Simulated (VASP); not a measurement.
All values below come from PBE GGA, VASP's PBE PAW potentials (set 64) (plane waves; VASP).

VASP input:

KPOINTS:
```
Automatic
0
gamma
  6 6 6
```

**POSCAR**
```
FeGe
1.0
  4.6612920650   0.0000000000   0.0000000000
  0.0000000000   4.6612920650   0.0000000000
  0.0000000000   0.0000000000   4.6612920650
Fe Ge
4 4
Cartesian
  4.0331389310   2.9587991665   1.7024928985
  1.7024928985   4.0331389310   2.9587991665
  0.6281531340   0.6281531340   0.6281531340
  2.9587991665   1.7024928985   4.0331389310
  0.7370937775   1.5935522550   3.0677398100
  3.0677398100   0.7370937775   1.5935522550
  3.9241982875   3.9241982875   3.9241982875
  1.5935522550   3.0677398100   0.7370937775
```

INCAR:
```
ISPIN = 2
SYSTEM = FeGe
LASPH = .TRUE.   # aspherical one-centre terms
NSW = 60   # most ionic steps
LMAXMIX = 4   # l cut-off of mixed one-centre charges
LORBIT = 10
IBRION = 2   # conjugate gradients
LWAVE = .FALSE.
MAGMOM = 4*1.2 4*0.0
ISIF = 3   # ions, shape and volume
ISMEAR = 1   # Methfessel-Paxton
ENCUT = 400   # plane-wave cut-off (eV)
EDIFFG = -0.02
ALGO = Normal   # blocked Davidson
LCHARG = .FALSE.
SIGMA = 0.1   # width (eV)
NELM = 100
LREAL = .FALSE.   # projection in real space or not
EDIFF = 1E-6   # SCF stop (eV)
GGA = PE   # PBE
PREC = Accurate
```

POTCAR, in this order: Fe Ge_d (PBE.64 set). Program: vasp_std.

The resulting files:

### OSZICAR
```
       N       E                     dE             d eps       ncg     rms          rms(c)
DAV:   1     0.901837954508E+03    0.90184E+03   -0.30902E+04  6030   0.375E+03
DAV:   2     0.136629012874E+03   -0.76521E+03   -0.73836E+03  5184   0.897E+02
DAV:   3    -0.421356575754E+02   -0.17876E+03   -0.17014E+03  5192   0.262E+02
DAV:   4    -0.568029060871E+02   -0.14667E+02   -0.14392E+02  6468   0.843E+01
DAV:   5    -0.571941671793E+02   -0.39126E+00   -0.39014E+00  6298   0.161E+01    0.243E+01
DAV:   6    -0.614920478960E+02   -0.42979E+01   -0.10135E+02  6602   0.788E+01    0.282E+01
DAV:   7    -0.517420194576E+02    0.97500E+01   -0.47330E+01  6238   0.588E+01    0.594E+00
DAV:   8    -0.518855247353E+02   -0.14351E+00   -0.33108E+00  5792   0.869E+00    0.298E+00
DAV:   9    -0.518164580412E+02    0.69067E-01   -0.29971E-01  6670   0.469E+00    0.877E-01
DAV:  10    -0.518129613206E+02    0.34967E-02   -0.26593E-02  6580   0.119E+00    0.292E-01
DAV:  11    -0.518116669651E+02    0.12944E-02   -0.17449E-03  6846   0.372E-01    0.159E-01
DAV:  12    -0.518115316762E+02    0.13529E-03   -0.47807E-04  6928   0.178E-01    0.675E-02
DAV:  13    -0.518115461198E+02   -0.14444E-04   -0.48458E-05  5742   0.636E-02    0.351E-02
DAV:  14    -0.518115499798E+02   -0.38601E-05   -0.53076E-06  5414   0.165E-02    0.945E-03
DAV:  15    -0.518115482987E+02    0.16812E-05   -0.17577E-06  3230   0.144E-02    0.389E-03
DAV:  16    -0.518115472436E+02    0.10551E-05   -0.67371E-07  3048   0.575E-03    0.297E-03
DAV:  17    -0.518115468214E+02    0.42221E-06   -0.22432E-07  2940   0.341E-03
   1 F= -.51811547E+02 E0= -.51812724E+02  d E =-.518115E+02  mag=     4.1336
       N       E                     dE             d eps       ncg     rms          rms(c)
DAV:   1    -0.518165423083E+02   -0.49951E-02   -0.12377E-01  5448   0.390E+00    0.545E-01
DAV:   2    -0.518143355631E+02    0.22067E-02   -0.30223E-02  5880   0.203E+00    0.360E-01
DAV:   3    -0.518124599486E+02    0.18756E-02   -0.93082E-03  6260   0.105E+00    0.218E-01
DAV:   4    -0.518117366547E+02    0.72329E-03   -0.17393E-03  6788   0.395E-01    0.635E-02
DAV:   5    -0.518117147985E+02    0.21856E-04   -0.12505E-04  5660   0.103E-01    0.316E-02
DAV:   6    -0.518117041390E+02    0.10659E-04   -0.23162E-05  6254   0.550E-02    0.164E-02
DAV:   7    -0.518117048291E+02   -0.69011E-06   -0.19746E-06  2950   0.162E-02
   2 F= -.51811705E+02 E0= -.51812902E+02  d E =-.158008E-03  mag=     4.1312
```

File OUTCAR:
```
------------------------ aborting loop because EDIFF is reached ----------------------------------------
  FORCE on cell =-STRESS in cart. coord.  units (eV):
  Direction    XX          YY          ZZ          XY          YZ          ZX
  --------------------------------------------------------------------------------------
  Total        0.0893752      0.0893752      0.0893752      0.0000000      0.0000000      0.0000000
  in kB        1.4174626      1.4174626      1.4174626      0.0000000      0.0000000      0.0000000
  external PRESSURE =       1.4174626 kB  Pullay stress =       0.0000000 kB
  volume of cell :      101.02
      direct lattice vectors                 reciprocal lattice vectors
     4.657348504  0.000000000 -0.000000000     0.214714445 -0.000000000  0.000000000
     0.000000000  4.657348504  0.000000000    -0.000000000  0.214714445 -0.000000000
     0.000000000  0.000000000  4.657348504     0.000000000 -0.000000000  0.214714445
 POSITION                                       TOTAL-FORCE (eV/Angst)
 -----------------------------------------------------------------------------------
      4.02926      2.95676      1.70059        -0.010051      0.010051     -0.010051
      1.70059      4.02926      2.95676        -0.010051     -0.010051      0.010051
      0.62809      0.62809      0.62809         0.010051      0.010051      0.010051
      2.95676      1.70059      4.02926         0.010051     -0.010051     -0.010051
      0.73718      1.59149      3.06586         0.002077     -0.002077      0.002077
      3.06586      0.73718      1.59149         0.002077      0.002077     -0.002077
      3.92017      3.92017      3.92017        -0.002077     -0.002077     -0.002077
      1.59149      3.06586      0.73718        -0.002077      0.002077      0.002077
 -----------------------------------------------------------------------------------
    total drift:                               -0.000005      0.000002     -0.000000
  FREE ENERGIE OF THE ION-ELECTRON SYSTEM (eV)
  ---------------------------------------------------
  free  energy   TOTEN  =       -51.8117048291 eV

  energy  without entropy=      -51.8152961016  energy(sigma->0) =      -51.81290192

 total charge

# of ion       s       p       d       tot
------------------------------------------
    1        0.381   0.508   6.469   7.358
    2        0.381   0.508   6.469   7.358
    3        0.381   0.508   6.469   7.358
    4        0.381   0.508   6.469   7.358
    5        1.115   1.250  10.121  12.486
    6        1.115   1.250  10.121  12.486
    7        1.115   1.250  10.121  12.486
    8        1.115   1.250  10.121  12.486
--------------------------------------------------
tot          5.986   7.029  66.362  79.378

 magnetization (x)

# of ion       s       p       d       tot
------------------------------------------
    1       -0.000  -0.004   1.147   1.142
    2       -0.000  -0.004   1.147   1.142
    3       -0.000  -0.004   1.147   1.142
    4       -0.000  -0.004   1.147   1.142
    5       -0.011  -0.060  -0.005  -0.077
    6       -0.011  -0.060  -0.005  -0.077
    7       -0.011  -0.060  -0.005  -0.077
    8       -0.011  -0.060  -0.005  -0.077
--------------------------------------------------
tot         -0.047  -0.258   4.567   4.262

 reached required accuracy - stopping structural energy minimisation
```
(Selected blocks of OUTCAR.)

**CONTCAR**
```
FeGe
   1.00000000000000
     4.6573485043876373    0.0000000000000000   -0.0000000000000000
     0.0000000000000000    4.6573485043876373    0.0000000000000000
     0.0000000000000000    0.0000000000000000    4.6573485043876373
  Fe              Ge
     4     4
Direct
     0.8651403191087211    0.6348596808912789    0.3651403191087212
     0.3651403191087212    0.8651403191087211    0.6348596808912789
     0.1348596808912788    0.1348596808912788    0.1348596808912788
     0.6348596808912789    0.3651403191087212    0.8651403191087211
     0.1582838167139581    0.3417161832860420    0.6582838167139581
     0.6582838167139581    0.1582838167139581    0.3417161832860420
     0.8417161832860419    0.8417161832860419    0.8417161832860419
     0.3417161832860420    0.6582838167139581    0.1582838167139581
```

The compound is FeGe in the B20 structure. This run relaxes it. Symmetry was kept, so distortions that lower it aren't found. The start is the result of an earlier pass.
